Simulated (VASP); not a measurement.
Wanted: the native input for a VASP 6.6.1 run.

| Item | Value |
| --- | --- |
| Task | single point |
| Functional | PBE |
| Dispersion | D4 |
| Potentials or basis | VASP PAW PBE potentials, release 64 (Cl, In_d, I, H) |
| Cutoff | 520 eV |
| k mesh | 1 × 1 × 1 |
| Occupations | gaussian, width 0.01 eV |
| Spin | no spin polarisation |
| Further INCAR settings | ALGO = Normal; EDIFF = 1e-06 |

The structure of ClInIH lies in POSCAR:

```
InHICl
1.0
   12.0000000000      0.0000000000      0.0000000000
    0.0000000000     13.0000000000      0.0000000000
    0.0000000000      0.0000000000     11.0000000000
Cl In I H
1 1 1 1
Direct
    0.3788916700      0.5504615400      0.4383136400
    0.5526333300      0.5421461500      0.5304136400
    0.6218333300      0.3521230800      0.5678681800
    0.6232750000      0.6511076900      0.5673863600
```

The input as run:

INCAR

```
PREC = Accurate ; ENCUT = 520
EDIFF = 1E-6 ; ISMEAR = 0
SIGMA = 0.01 ; LREAL = F
LASPH = T ; NELM = 80
ALGO = Normal ; ISIF = 2
LWAVE = F ; LCHARG = F
GGA = PE ; IVDW = 13
```

KPOINTS

```
regular mesh
0
Gamma
  1 1 1
```

Potentials or basis: VASP PAW PBE potentials, release 64 (Cl, In_d, I, H).

Command:

```sh
$ cat potpaw_PBE.64/Cl/POTCAR potpaw_PBE.64/In_d/POTCAR potpaw_PBE.64/I/POTCAR potpaw_PBE.64/H/POTCAR > POTCAR
$ mpirun -np 1 vasp_gam > vasp.out
```

It gave:

* Largest force: 0.295 eV/Å
* Gap between the frontier levels: 3.95 eV
* Dispersion energy per atom: -0.028 eV

Caveat: spin-orbit coupling is left out, which moves the levels of the heavy elements.

Wall time 2.2 min on 1 thread of Intel(R) Xeon(R) Platinum 8488C (Sapphire Rapids), on a shared host, peak memory 1.2 GiB.
